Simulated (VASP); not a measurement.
Input for VASP

**POSCAR**
```
TiO2
1.0
  4.6086985845   0.0000000000   0.0000000000
  0.0000000000   4.6086985845   0.0000000000
  0.0000000000   0.0000000000   2.9605875229
Ti O
2 4
Cart
  4.6086985845   0.0000000000   0.0000000000
  2.3043492922   2.3043492922   1.4802937615
  1.4025026877   1.4025026877   2.9605875229
  3.7068519800   0.9018466045   1.4802937615
  0.9018466045   3.7068519800   1.4802937615
  3.2061958968   3.2061958968   0.0000000000
```

### INCAR
```
ENCUT = 520   # plane-wave cut-off (eV)
SIGMA = 0.05   # width (eV)
LMAXMIX = 4
EDIFFG = -0.02
LCHARG = F
ISMEAR = 0
LASPH = T
IBRION = 2   # conjugate gradients
NELM = 100   # most electronic steps
SYSTEM = TiO2
GGA = PE
EDIFF = 1E-6   # SCF stop (eV)
LREAL = F
NSW = 60   # most ionic steps
ISIF = 3   # ions, shape and volume
IVDW = 12
LWAVE = F
PREC = Accurate
ALGO = Normal
```

### KPOINTS
```
K-points
0
G
  5 5 7
0 0 0
```

POTCAR, in this order: Ti_sv O (PBE.64 set). Program: vasp_std.

Question: Write an equivalent input for Quantum ESPRESSO's pw.x.

Answer: One equivalent input (not run):
```
&CONTROL
  calculation = 'vc-relax'
  pseudo_dir = './pseudo'
  outdir = './out'
  tprnfor = .true.
  tstress = .true.
  nstep = 60
  forc_conv_thr = 0.00078
/
&SYSTEM
  ibrav = 0
  nat = 6
  ntyp = 2
  ecutwfc = 84
  occupations = 'smearing'
  smearing = 'gaussian'
  degauss = 0.003675
  input_dft = 'pbe'
  vdw_corr = 'grimme-d3'
  dftd3_version = 4
  dftd3_threebody = .false.
/
&ELECTRONS
  conv_thr = 7.3e-08
  electron_maxstep = 100
/
&IONS
/
&CELL
/
ATOMIC_SPECIES
  Ti 47.867 Ti.upf
  O 15.999 O.upf
CELL_PARAMETERS angstrom
     4.6086986    0.0000000    0.0000000
     0.0000000    4.6086986    0.0000000
     0.0000000    0.0000000    2.9605875
ATOMIC_POSITIONS crystal
  Ti   1.0000000  0.0000000  0.0000000
  Ti   0.5000000  0.5000000  0.5000000
  O    0.3043164  0.3043164  1.0000000
  O    0.8043164  0.1956836  0.5000000
  O    0.1956836  0.8043164  0.5000000
  O    0.6956836  0.6956836  0.0000000
K_POINTS automatic
  5 5 7 0 0 0
```
The two are equivalent in intent, not identical: the potentials are each code's own (VASP's PAW set, PseudoDojo norm-conserving files in pw.x), so ENCUT and ecutwfc are chosen apart and not converted; conv_thr bounds pw.x's estimated SCF error, while EDIFF bounds the energy change between steps; forc_conv_thr acts on force components and is met together with etot_conv_thr.

The compound is TiO2 in the rutile structure. It was relaxed first. The start is the result of an earlier pass.
